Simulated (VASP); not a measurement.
Here is the system:

```
CELL_PARAMETERS angstrom
      0.00000     2.90427     2.90427
      2.90427     0.00000     2.90427
      2.90427     2.90427     0.00000
ATOMIC_POSITIONS crystal
  Eu 0.00000 0.00000 0.00000
  S  0.50000 0.50000 0.50000
```

The numbers are results of PBE GGA with D4 dispersion, VASP's PBE PAW potentials (set 64) (plane waves; VASP 6.6.1), not measurements. Numerical set-up: 520 eV cut-off, 8×8×8 Γ-centred mesh, Gaussian smearing of 0.050 eV, potentials Eu_2 S.

The 4f electrons are frozen in the core of the lanthanide potential, so 4f levels, which can set the real gap, and their magnetism are missing.

What does the run give for the energy per atom (σ→0), band gap (on the k-mesh) with the smallest direct gap where there is one?

| Item | Value |
|---|---|
| band gap (on the k-mesh) | 1.91 eV |
| smallest direct gap (on the k-mesh) | 2.34 eV |
| energy per atom (σ→0) | -5625 meV/atom |

Only differences to runs with the same potentials and settings are physical.

The compound is EuS in the rock salt structure. It was relaxed first, which changed the volume by -8 %.
